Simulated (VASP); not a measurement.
```xyz
4
Lattice="4.7958 0.0000 0.0000 0.0000 4.7958 0.0000 0.0000 0.0000 4.7958" Properties=species:S:1:pos:R:3 pbc="T T T"
Dy     0.0000     0.0000     0.0000
Pb     0.0000     2.3979     2.3979
Pb     2.3979     0.0000     2.3979
Pb     2.3979     2.3979     0.0000
```

The numbers are results of PBEsol GGA, VASP's PBE PAW potentials (set 64) (plane waves; VASP), not measurements. Numerical set-up: 400 eV cut-off, 6×6×6 Γ-centred mesh, first-order Methfessel-Paxton smearing of 0.10 eV, potentials Dy_3 Pb_d.

The 4f electrons are frozen in the core of the lanthanide potential, so 4f levels, which can set the real gap, and their magnetism are missing. Unless said otherwise, spin-orbit coupling is left out, though it shifts the bands of the heavy elements here.

Task: Estimate the energy per atom (σ→0), band gap (on the k-mesh) with the smallest direct gap where there is one.

Result: 
```
Property                                                    Result
------------------------  ----------------------------------------
band gap (on the k-mesh)  none (metal, semimetal or under 0.01 eV)
energy per atom (σ→0)                               -4.566 eV/atom
```

Total energies compare only between runs with the same potentials, cut-off and functional.

The structure comes from a computed database's DyPb3 entry (Pm-3m); how it stands against other phases isn't given here. It was relaxed first. The start is the result of an earlier pass. The electron count is odd and the run is not spin-polarised, which forces a metal.
